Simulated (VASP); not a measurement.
Calculation: r2SCAN meta-GGA, VASP's PBE PAW potentials (set 64) (plane waves; VASP 6.6.1).

VASP input:

POSCAR:
```
CuAu
1
    2.8673139389     0.0000000000     0.0000000000
    0.0000000000     2.8959870783    -0.0000000000
    0.0000000000     0.0000000000     3.5329084820
Cu Au
1 1
Direct
  0.0000000000   0.0000000000   0.0000000000
  0.5000000000   0.5000000000   0.5000000000
```

**KPOINTS**
```
Regular mesh
0
G
  12 12 10
0 0 0
```

INCAR:
```
! general
SYSTEM  = CuAu
PREC    = Accurate
ENCUT   = 480
LREAL   = .False.
LASPH   = .True.

! electronic loop
EDIFF   = 1E-7
NELM    = 100
ALGO    = Normal
LMAXMIX = 6
LMIXTAU = .True.

! smearing
ISMEAR  = 1
SIGMA   = 0.1

! functional
METAGGA = R2SCAN

! ions
ISIF    = 2

! output
LWAVE   = .False.
LCHARG  = .False.
```

POTCAR, in this order: Cu Au (PBE.64 set). Program: vasp_std.

Q: What will the output report for the number of irreducible k-points (NKPTS), number of bands (NBANDS), largest plane-wave count, number of space-group operations, FFT grid (NGX, NGY, NGZ)?

A: 
The number of irreducible k-points (NKPTS) is 294 and the number of bands (NBANDS) is 15. The largest plane-wave count is 720. The number of space-group operations is 8 and the FFT grid (NGX, NGY, NGZ) is 20 × 24 × 28.

The compound is CuAu in the L1_0 structure. This cell was strained or had an atom moved on purpose.
